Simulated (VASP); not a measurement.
```xyz
2
Lattice="0.0000 3.4665 3.4665 3.4665 0.0000 3.4665 3.4665 3.4665 0.0000" Properties=species:S:1:pos:R:3 pbc="T T T"
Rb     0.0000     0.0000     0.0000
Br     3.4665     3.4665     3.4665
```

Computed with PBE GGA with D4 dispersion, VASP's PBE PAW potentials (set 64) (plane waves; VASP). Settings: 520 eV cut-off, Gaussian smearing of 0.050 eV, potentials Rb_sv Br.

**Question.** Give the energies of bands 6 to 11 at the high-symmetry points, in eV from the valence-band maximum.

**Answer.** 
```
band     Γ      X      U      L      W
----  ----  -----  -----  -----  -----
6     0.00  -0.46  -0.47  -0.93  -0.46
7     0.00  -0.16  -0.40  -0.33  -0.34
8     0.00  -0.16  -0.25  -0.33  -0.34
9     4.28   5.64   6.34   6.72   7.05
10    7.27   7.00   7.96   7.60   7.05
11    7.27   9.03   8.06   9.38   8.12
```

The gap is direct, 4.28 eV, from the valence maximum at Γ to the conduction minimum at Γ.

Measured: gap 7.20 eV (computed value off by -2.92 eV), as given by Aguado et al., (1998), arXiv:cond-mat/9809176.

The compound is RbBr in the rock salt structure. It was relaxed first.
